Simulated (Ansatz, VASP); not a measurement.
# Cross-check of ZrC between VASP and Ansatz

Wanted: the spread between two codes on one cell, functional and k mesh. The cell is taken from a series of runs on this material, whose earlier steps may have relaxed, scaled, displaced or heated it; both programs get it as it stands.

Main program and level: Ansatz 0.2.0; plane waves, with VASP 6.6.1 beside it; relaxation of cell and atoms at RPBE.

## Step 1: The structure

The structure is cubic, space group Fm-3m (No. 225). The conventional cell has a = 4.730 Å, b = 4.730 Å, c = 4.730 Å, α = 90.00°, β = 90.00°, γ = 90.00°. Nearest to Zr lie 6 C at 2.37 Å. C has 6 Zr at 2.37 Å nearest. Farther neighbours are not listed.

Coordinates:

```xyz
2
Lattice="0.0000 2.3650 2.3650 2.3650 0.0000 2.3650 2.3650 2.3650 0.0000" Properties=species:S:1:pos:R:3 pbc="T T T"
Zr    2.3650    2.3650    2.3650
C     0.0000    0.0000    0.0000
```

## Step 2: VASP: relaxation of cell and atoms, RPBE

The relaxed volume is the usual yardstick between codes: in a stiff, nearly cubic crystal its relative difference is about their pressure difference at one cell divided by the bulk modulus.

Lines of VASP's logs that name or quote its potential files are left out, and so is its time.

INCAR reads:

```
SYSTEM = ZrC
PREC = Accurate
ENCUT = 600
EDIFF = 1E-07
NELM = 120
ISMEAR = 0
SIGMA = 0.1
LREAL = .FALSE.
ALGO = Normal
GGA = RP
NBANDS = 14
LASPH = .TRUE.
LORBIT = 11
LWAVE = .FALSE.
LCHARG = .FALSE.
ISIF = 3
IBRION = 2
NSW = 80
EDIFFG = -0.005
GGA_COMPAT = .FALSE.
NELMIN = 4
```

POSCAR reads:

```
ZrC
1.0
    0.0000000000      2.3650000000      2.3650000000
    2.3650000000      0.0000000000      2.3650000000
    2.3650000000      2.3650000000      0.0000000000
Zr C
1 1
Direct
    0.5000000000      0.5000000000      0.5000000000
    0.0000000000      0.0000000000      0.0000000000
```

KPOINTS reads:

```
Automatic mesh
0
Gamma
12 12 12
0 0 0
```

PAW data sets: Zr_sv and C (PBE family, release 64).

Run with:

```bash
$ mpirun -np 1 vasp_std
```

Numbers of over 12 decimals in the logs are rounded to 6 here.

Output:

```text
[banner, memory and clock lines left out]
running    1 mpi-ranks, on    1 nodes
 distrk:  each k-point on    1 cores,    1 groups
 distr:  one band on    1 cores,    1 groups

 POSCAR found type information on POSCAR ZrC
 POSCAR found :  2 types and       2 ions
|                                                                             |
|               ----> ADVICE to this user running VASP <----                  |
|                                                                             |
|     You enforced a specific xc type in the INCAR file but a different       |
|     [... a line on the potential file left out ...]
|     I HOPE YOU KNOW WHAT YOU ARE DOING!                                     |
|                                                                             |

 LDA part: xc-table for (Slater+PW92), standard interpolation
 POSCAR, INCAR and KPOINTS ok, starting setup
 FFT: planning ... GRIDC
 FFT: planning ... GRID_SOFT
 FFT: planning ... GRID
 WAVECAR not read
 entering main loop
       N       E                     dE             d eps       ncg     rms          rms(c)
DAV:   1     0.108880649505E+03    0.10888E+03   -0.93415E+03  2016   0.128E+03
DAV:   2    -0.151617631472E+02   -0.12404E+03   -0.11641E+03  2538   0.314E+02
DAV:   3    -0.218353211690E+02   -0.66736E+01   -0.66223E+01  3426   0.630E+01
DAV:   4    -0.219566931950E+02   -0.12137E+00   -0.12132E+00  2356   0.630E+00
DAV:   5    -0.219587017834E+02   -0.20086E-02   -0.20085E-02  2874   0.633E-01    0.194E+01
DAV:   6    -0.186804310064E+02    0.32783E+01   -0.78150E+00  2400   0.240E+01    0.664E+00
DAV:   7    -0.185693249058E+02    0.11111E+00   -0.47648E-01  2310   0.597E+00    0.570E+00
DAV:   8    -0.185842478061E+02   -0.14923E-01   -0.28463E-01  2298   0.470E+00    0.435E+00
DAV:   9    -0.185580643524E+02    0.26183E-01   -0.65753E-02  2256   0.206E+00    0.286E-01
DAV:  10    -0.185589453778E+02   -0.88103E-03   -0.40732E-03  2540   0.582E-01    0.558E-01
DAV:  11    -0.185585353022E+02    0.41008E-03   -0.13701E-03  2322   0.315E-01    0.591E-02
DAV:  12    -0.185585322159E+02    0.30864E-05   -0.23389E-05  2590   0.385E-02    0.711E-03
DAV:  13    -0.185585315042E+02    0.71163E-06   -0.10860E-06  2730   0.989E-03    0.339E-03
DAV:  14    -0.185585314255E+02    0.78689E-07   -0.43670E-08  1416   0.182E-03
   1 F= -.18558531E+02 E0= -.18557585E+02  d E =-.185585E+02
 curvature:   0.00 expect dE= 0.000E+00 dE for cont linesearch  0.000E+00
 trial: gam= 0.00000 g(F)=  0.120E-60 g(S)=  0.459E-03 ort = 0.000E+00 (trialstep = 0.100E+01)
 search vector abs. value=  0.459E-03
 bond charge predicted
       N       E                     dE             d eps       ncg     rms          rms(c)
DAV:   1    -0.185615624588E+02   -0.30310E-02   -0.10471E-01  2238   0.332E+00    0.692E-01
DAV:   2    -0.185588372568E+02    0.27252E-02   -0.64522E-03  2352   0.917E-01    0.200E-01
DAV:   3    -0.185582978134E+02    0.53944E-03   -0.24818E-03  2994   0.361E-01    0.514E-02
DAV:   4    -0.185583489942E+02   -0.51181E-04   -0.13845E-04  3374   0.866E-02    0.600E-02
DAV:   5    -0.185583937080E+02   -0.44714E-04   -0.31956E-05  3294   0.345E-02    0.131E-02
DAV:   6    -0.185583992997E+02   -0.55917E-05   -0.23469E-05  3226   0.296E-02    0.505E-03
DAV:   7    -0.185583985988E+02    0.70091E-06   -0.50220E-07  2154   0.720E-03    0.101E-03
DAV:   8    -0.185583983128E+02    0.28607E-06   -0.38830E-08  1594   0.173E-03    0.394E-04
DAV:   9    -0.185583983447E+02   -0.31909E-07   -0.64026E-09  1152   0.671E-04
   2 F= -.18558398E+02 E0= -.18557467E+02  d E =0.133081E-03
 trial-energy change:    0.000133  1 .order    0.000125   -0.000459    0.000709
 step:   0.3832(harm=  0.3928)  dis= 0.00000  next Energy=   -18.558619 (dE=-0.875E-04)
 bond charge predicted
       N       E                     dE             d eps       ncg     rms          rms(c)
DAV:   1    -0.185598232196E+02   -0.14249E-02   -0.39922E-02  2238   0.204E+00    0.428E-01
DAV:   2    -0.185587629665E+02    0.10603E-02   -0.24015E-03  2334   0.560E-01    0.124E-01
DAV:   3    -0.185585567365E+02    0.20623E-03   -0.96785E-04  2984   0.225E-01    0.332E-02
DAV:   4    -0.185585830499E+02   -0.26313E-04   -0.49591E-05  3366   0.515E-02    0.371E-02
DAV:   5    -0.185586110454E+02   -0.27995E-04   -0.13505E-05  3272   0.221E-02    0.689E-03
DAV:   6    -0.185586173970E+02   -0.63516E-05   -0.80650E-06  3324   0.177E-02    0.319E-03
DAV:   7    -0.185586180940E+02   -0.69705E-06   -0.15264E-07  1916   0.438E-03    0.432E-04
DAV:   8    -0.185586182278E+02   -0.13375E-06   -0.92174E-09  1314   0.106E-03    0.232E-04
DAV:   9    -0.185586181970E+02    0.30801E-07   -0.20116E-09  1104   0.409E-04
   3 F= -.18558618E+02 E0= -.18557677E+02  d E =-.867714E-04
 curvature:  -0.20 expect dE=-0.227E-07 dE for cont linesearch -0.227E-07
 trial: gam=-0.01564 g(F)=  0.118E-60 g(S)=  0.116E-06 ort = 0.729E-05 (trialstep = 0.877E+00)
 search vector abs. value=  0.129E-09
 reached required accuracy - stopping structural energy minimisation
```

Parts of OUTCAR (step 2):

```text
ion  position               nearest neighbor table
   1  0.500  0.500  0.500-   2 2.37   2 2.37   2 2.37   2 2.37   2 2.37   2 2.37
   2  0.000  0.000  0.000-   1 2.37   1 2.37   1 2.37   1 2.37   1 2.37   1 2.37

  LATTYP: Found a face centered cubic cell.
 ALAT       =     4.7300000000

 Subroutine GETGRP returns: Found 48 space group operations
 (whereof 48 operations were pure point group operations)

The static configuration has the point symmetry O_h .

 Found     72 irreducible k-points:

   k-points           NKPTS =     72   k-points in BZ     NKDIM =     72   number of bands    NBANDS=     14

   dimension x,y,z NGX =    28 NGY =   28 NGZ =   28
   dimension x,y,z NGXF=    56 NGYF=   56 NGZF=   56

   ENCUT  =  600.0 eV  44.10 Ry    6.64 a.u.   6.68  6.68  6.68*2*pi/ulx,y,z

   NELECT =      16.0000    total number of electrons

 k-points in reciprocal lattice and weights: Automatic mesh
   0.00000000  0.00000000  0.00000000       0.001
   0.08333333  0.00000000  0.00000000       0.005
   0.16666667  0.00000000  0.00000000       0.005
   0.25000000  0.00000000  0.00000000       0.005
   0.33333333  0.00000000  0.00000000       0.005
   0.41666667  0.00000000  0.00000000       0.005
   0.50000000  0.00000000  0.00000000       0.002
   0.08333333  0.08333333  0.00000000       0.003
   0.16666667  0.08333333  0.00000000       0.014
[...]
-0.33333333  0.50000000  0.16666667       0.007
  -0.25000000  0.50000000  0.25000000       0.003

 average (electrostatic) potential at core
       1 -73.6718       2 -44.4093

 E-fermi :   9.5273

 k-point     1 :       0.0000    0.0000    0.0000
  band No.  band energies     occupation
      1     -38.7601      2.00000
      2     -16.4814      2.00000
      3     -16.4814      2.00000
      4     -16.4814      2.00000
      5      -1.8127      2.00000
      6      10.4003      0.00000
      7      10.4003      0.00000
      8      10.4003      0.00000
      9      10.5692      0.00000
     10      10.5692      0.00000
    ...

 k-point     2 :       0.0833    0.0000    0.0000
  band No.  band energies     occupation
    ...
      2     -16.5378      2.00000
      3     -16.4864      2.00000
      4     -16.4864      2.00000
      5      -1.6616      2.00000
      6       9.3694      1.97443
      7       9.6143      0.21859
      8       9.6143      0.21859
      9      10.8564      0.00000
     10      10.8564      0.00000
     11      11.2442      0.00000
    ...

 k-point     3 :       0.1667    0.0000    0.0000
  band No.  band energies     occupation
    ...
      4     -16.5000      2.00000
      5      -1.2341      2.00000
      6       8.0688      2.00000
      7       8.6061      2.00000
      8       8.6061      2.00000
      9      11.3141      0.00000
     10      11.3141      0.00000
     11      11.7287      0.00000
     12      14.5004      0.00000
     13      14.5004      0.00000
    ...

  Total        0.0012653      0.0012653      0.0012653      0.0000000      0.0000000     -0.0000000
  in kB        0.0764593      0.0764593      0.0764593      0.0000000      0.0000000     -0.0000000
  external PRESSURE =       0.0764593 kB  Pullay stress =       0.0000000 kB

  energy-cutoff  :      600.00
  volume of cell :       26.51
      direct lattice vectors                 reciprocal lattice vectors
     0.000000000  2.366740771  2.366740771    -0.211260991  0.211260991  0.211260991
     2.366740771 -0.000000000  2.366740771     0.211260991 -0.211260991  0.211260991
     2.366740771  2.366740771  0.000000000     0.211260991  0.211260991 -0.211260991

 POSITION                                       TOTAL-FORCE (eV/Angst)
 -----------------------------------------------------------------------------------
      2.36674      2.36674      2.36674        -0.000000     -0.000000      0.000000
      0.00000      0.00000      0.00000         0.000000      0.000000     -0.000000
 -----------------------------------------------------------------------------------
    total drift:                                0.000000      0.000000      0.000000

  FREE ENERGIE OF THE ION-ELECTRON SYSTEM (eV)
  ---------------------------------------------------
  free  energy   TOTEN  =       -18.5586181970 eV

  energy  without entropy=      -18.5567367226  energy(sigma->0) =      -18.55767746

 reached required accuracy - stopping structural energy minimisation

 total charge
# of ion       s       p       d       tot
------------------------------------------
    1        2.170   6.040   1.592   9.803
    2        0.890   1.461   0.000   2.351
--------------------------------------------------
tot          3.059   7.502   1.592  12.154

[... 3 further parts left out ...]
```

CONTCAR:

```
ZrC
   1.00000000000000
     0.0000000000000000    2.3667407706619406    2.3667407706619406
     2.3667407706619406   -0.0000000000000000    2.3667407706619406
     2.3667407706619406    2.3667407706619406    0.0000000000000000
  Zr              C
     1     1
Direct
     0.5000000000000000    0.5000000000000000    0.5000000000000000
     0.0000000000000000    0.0000000000000000    0.0000000000000000
```

## Step 3: Ansatz: relaxation of cell and atoms, RPBE

Ansatz runs on its default PAW (the set named soft_2) files.

The same cell, functional, mesh and smearing now go to Ansatz, which takes its cutoff from its data sets.

input.yaml reads:

```yaml
crystal:
  lattice:
    - [0.0, 2.365, 2.365]
    - [2.365, 0.0, 2.365]
    - [2.365, 2.365, 0.0]
  atoms:
    - { symbol: Zr, position: [0.5, 0.5, 0.5] }
    - { symbol: C, position: [0.0, 0.0, 0.0] }
kpoints:
  mp_grid: { grid: [12, 12, 12] }
hamiltonian:
  xc: rpbe
scf:
  occupations: { method: gaussian, width: 0.1 }
output:
  forces: true
  stress: true
  eigenvalues: true
  write_density: true
  write_potential: true
  elf: true
  volumetric_format: npy
relax:
  adjacent_minimum: "off"
  f_tol: 0.005
  max_steps: 60
  cell: { stress_tol: 0.03 }
```

Run with:

```bash
$ ansatz run input.yaml --threads 4 --pin off --max-ram 8192MiB --backend cpu --events-out ev --progress --plain --runs-dir out
```

Output:

```text
Engine: ansatz 0.2.0, aarch64-unknown-linux-gnu
Pseudopotentials: kind: paw
Pseudopotential: Zr, paw, valence charge 12, recommended cutoff 420 eV (normal), Zr.paw.azcp
Pseudopotential: C, paw, valence charge 4, recommended cutoff 420 eV (normal), C.paw.azcp
Functional definition: RPBE
  parameter kappa = 0.804
  parameter beta = 0.066725
  exchange = rpbe_x(kappa = kappa, mu = beta*pi^2/3)
  correlation = pbe_c(beta = beta)
Crystal: 2 atoms, lattice volume = 26.456 Å³
Basis set: ecut = 420 eV, 531 PW (Γ), exchange–correlation on 48×48×48 points (8 copies of the dense FFT grid, shifted against one another)
Bands: 12, of which v1, the nominal top of the filled ones, is band 8 counted from 1 (7 counted from 0)
Symmetry: 48 space group operations
Space group: Fm-3m (ITA 225), of the structure as read, at distance tolerance 3.0e-5 Å
k-points: 72 of 1728
Non-local potential: Zr, projectors of the file, l = 0: 3, l = 1: 2, l = 2: 2, l = 3: 2
Non-local potential: C, projectors of the file, l = 0: 2, l = 1: 2, l = 2: 1
PAW form: soft (Blöchl's): semilocal exchange-correlation on the pseudo side does not see the compensation charge
PAW frozen core: Zr, regenerated for the run's functional, and the local potential with it (the file was generated under x = pbe(κ = 0.804, μ = 0.219515), c = pbe(β = 0.066725))
PAW frozen core: C, regenerated for the run's functional, and the local potential with it (the file was generated under x = pbe(κ = 0.804, μ = 0.219515), c = pbe(β = 0.066725))
PAW one-centre angular grid: Zr, 590 points (default); XC on 64 Gauss nodes
PAW one-centre angular grid: C, 110 points (default); XC on 64 Gauss nodes
Initial density: superposition of atomic densities (neutral atoms: chi_scale 0, normalization atom), corrected by the library's trained network
Initial wavefunctions: pseudopotential atomic-orbital guess
Functional: x = rpbe, c = pbe(β = 0.066725)
SCF iter   1: F=—  HF=-4444.564256 eV  |F-HF|=—  |Δ(HF+E_count)|=         —  Δρ=2.68e-3  dr2=7.68e-4  ethr=1.77e-3  ⟨swp⟩=5.0  Hψ=4326  notcnv=0
preconditioner: auto → none  [metal: Δε(μ)=0.068 eV  Ē_g=17.951 eV  σ=0.100 eV  W_gap=0.37  n_scr=8 (ndim 8)  ℏωp=27.0 eV  f_vac=0.000  D(μ)=0.38/eV (n_scr^D=0)  sad-step TF]
SCF iter   2: F=—  HF=-4444.563885 eV  |F-HF|=—  |Δ(HF+E_count)|=   3.71e-4  Δρ=1.53e-3  dr2=3.25e-4  ethr=4.80e-6  ⟨swp⟩=2.3  Hψ=1862  notcnv=0
SCF iter   3: F=—  HF=-4444.563897 eV  |F-HF|=—  |Δ(HF+E_count)|=   1.19e-5  Δρ=2.46e-4  dr2=1.54e-5  ethr=2.03e-6  ⟨swp⟩=2.0  Hψ=1282  notcnv=0
SCF iter   4: F=—  HF=-4444.563891 eV  |F-HF|=—  |Δ(HF+E_count)|=   5.71e-6  Δρ=4.57e-5  dr2=2.91e-7  ethr=9.60e-8  ⟨swp⟩=2.0  Hψ=1417  notcnv=0
iter 5 did not close the SCF: its close was put off for the readings that it lacked (scf_convergence_deferred on its scf_iter line)
SCF iter   5: F=-4444.563891 eV  HF=-4444.563891 eV  |F-HF|=9.02e-9  |Δ(HF+E_count)|=   2.07e-7  Δρ=1.22e-5  dr2=2.41e-8  ethr=1.82e-9  ⟨swp⟩=2.0  Hψ=1436  notcnv=0
SCF iter   6: F=-4444.563891 eV  HF=-4444.563891 eV  |F-HF|=8.59e-10  |Δ(HF+E_count)|=   2.47e-9  Δρ=2.77e-6  dr2=1.67e-9  ethr=1.50e-10  ⟨swp⟩=4.9  Hψ=4451  notcnv=0
SCF 1 converged in 6 iterations: F = -4444.563891 eV  dr2 = 1.67e-9
  greatest PAW one-centre occupation: 0.995 electrons in one spin orbital (limit 2), on the Zr atom at site 0 (counted from 0), in its partial waves of l = 0
relax step   1: F+E_penalty+E_count = -4444.56389101 eV  Δ(F+E_penalty+E_count) = +0.000e0 eV  max|allowed force component| = 2.140e-29 eV/Å  Δτ_max = 0.0000 Å  P = +0.384 GPa  Ω = 26.456 Å³  (6 SCF iters, dr2 threshold 1.00e-7 eV, accepted)
[...]
relax step   2: F+E_penalty+E_count = -4444.56380563 eV  Δ(F+E_penalty+E_count) = +8.539e-5 eV  max|allowed force component| = 1.200e-29 eV/Å  Δτ_max = 0.0000 Å  P = -0.350 GPa  Ω = 26.547 Å³  energy of the carried Pulay correction = -9.459e-5 eV  (6 SCF iters, dr2 threshold 2.00e-7 eV, accepted)
[...]
relax step   3: F+E_penalty+E_count = -4444.56389821 eV  Δ(F+E_penalty+E_count) = -9.258e-5 eV  max|allowed force component| = 6.995e-29 eV/Å  Δτ_max = 0.0000 Å  P = -0.001 GPa  Ω = 26.503 Å³  energy of the carried Pulay correction = -4.948e-5 eV  (6 SCF iters, dr2 threshold 2.00e-7 eV, accepted)
[...]
relax step   4: F+E_penalty+E_count = -4444.56393075 eV  Δ(F+E_penalty+E_count) = -3.255e-5 eV  max|allowed force component| = 6.995e-29 eV/Å  Δτ_max = 0.0000 Å  P = +0.002 GPa  Ω = 26.503 Å³  stress off target by 1.63e-3 GPa  SCF on the basis re-selected at this cell (its energy is not comparable with the rows above)  (8 SCF iters)
basis re-selected at this cell: Δ(F+E_penalty+E_count) = -3.255e-5 eV, ΔP = +0.002 GPa vs the last step (what re-selecting the basis moved, of the pressure what is left beyond the Pulay correction that the steps carried, after the strain that the cell walked since its last selection, with what the two solves' SCF thresholds leave and, on support functions, any second-order correction that the steps lacked; it is no m [...]
SCF converged after 8 iterations
Free energy (F): -4444.563931 eV
Harris-Foulkes:  -4444.563931 eV  (|F-HF|=2.73e-12)
Internal energy: -4444.562050 eV  (E = F + TS)
E sigma→0 (E₀):  -4444.562990 eV
Entropy (-TS):   -0.001881 eV (-0.941 meV/atom)
Fermi energy:    14.677970 eV
--- Per-component energies (eV) ---
  E_band       = -53.419944
  E_kinetic    = 421.093577
  E_local      = -603.772196  (includes V_loc(G=0)·N_el)
  E_nonlocal   = 102.853344
  E_hartree    = 181.403167
  E_xc         = -211.383658
  E_vxc        = -252.271581  (∫ρ·V_xc dr)
  E_paw        = -3059.561117  (= ΣΔE_a)
  E_vpaw       = -84.129460  (= ΣTr[D̂ρ^β])
  E_aug_tail   = 0.000038  (compensation charges beyond the density's cutoff)
  E_ewald      = -1275.102763
  E_core_change = -0.092442  (= ΣΔE_core)
  E_smearing   = -0.001881  (= −TS)
  E_closure    = 0.000000  (closes the sum)
  Σ components = -4444.563931   (vs F -4444.563931, Δ=0.00e0)
--- Forces (eV/Å), atoms counted from 1 ---
  atom   1  Zr     0.00000000    -0.00000000    -0.00000000
  atom   2  C     -0.00000000     0.00000000     0.00000000
  max |Σ_I F_I| component: 1.29e-28 eV/Å
--- Stress (GPa, compression-positive) ---
        0.001629      -0.000000      -0.000000
       -0.000000       0.001629      -0.000000
       -0.000000      -0.000000       0.001629
  P = ⅓ Tr σ = 0.0016 GPa (0.016 kbar)
--- Band table (eV; the first three rows and the last of 72) ---
  k-point 0: bands = [... 4 lower, 3.3363, 15.5514, 15.5514, 15.5514, 15.7202, 15.7202, 15.7202, 17.3621]
  k-point 1: bands = [... 4 lower, 3.4878, 14.5201, 14.7645, 14.7645, 16.0075, 16.0075, 16.3960, 18.1794]
  k-point 2: bands = [... 4 lower, 3.9161, 13.2194, 13.7552, 13.7552, 16.4653, 16.4653, 16.8815, 19.6530]
  k-point 71: bands = [... 4 lower, 5.1539, 12.0269, 12.2842, 12.2842, 17.8576, 17.8576, 20.1461, 21.4467]
--- Relaxed structure (3 steps of the walk, 3 accepted, 1 SCFs on fresh bases) ---
  F+E_penalty+E_count = -4444.56393075 eV   max|allowed force component| = 6.995e-29 eV/Å   (the final SCF, on the basis selected at the relaxed cell)
  cell:  # Å, volume = 26.5034 Å³
    - [0, 2.366412, 2.366412]
    - [2.366412, 0, 2.366412]
    - [2.366412, 2.366412, 0]
  atoms:
    - { symbol: Zr, position: [0.500000, 0.500000, 0.500000] }
    - { symbol: C, position: [0, 0, 0] }
```

Reading the cycles: dr2 is the Hartree energy of the density residual (eV), the measure of convergence; HF is the Harris–Foulkes estimate of the energy, which meets the free energy F at convergence.

## Step 4: Differences

Known differences besides the potentials themselves: the cutoff is 420 eV in Ansatz and 600 eV in VASP; Ansatz makes its cores anew for this functional, VASP keeps those of its PBE data sets; Ansatz adds a Pulay correction to the stress that steers its cell, VASP none. Total energies have different zeros and are not compared.

The two programs side by side:

```
                                         quantity  Ansatz   VASP  difference
                                      volume (Å³)   26.50  26.51     -0.04 %
edge a after relaxation, in the typed setting (Å)   3.347  3.347     -0.01 %
```

## Step 5: What came out

| Quantity | Value |
| --- | --- |
| difference in volume (relaxation of cell and atoms, RPBE) | -0.042 % |

What this shows: The difference in volume is -0.042 % (relaxation of cell and atoms, RPBE), within the 1.2 % picked in this series as the mark of a large difference, as far as the stopping tolerances let one tell. 1 further run of this series is not shown here. Such differences can come from data sets, numerical settings and the points named under the comparisons, not from the functional's error against experiment.

[Lines on the potential files, build, host, timing and source positions are cut from VASP's logs without a mark.]

[Logs are printed without paths, hosts, clocks, repeated set-up lines and the standing remarks that a program may print on its own settings, such as how far it seeks lower states.]

[Hosts, paths, dates, database ids (printed as entryN), source tags and the programs' standing remarks are cut or masked in the printed files.]
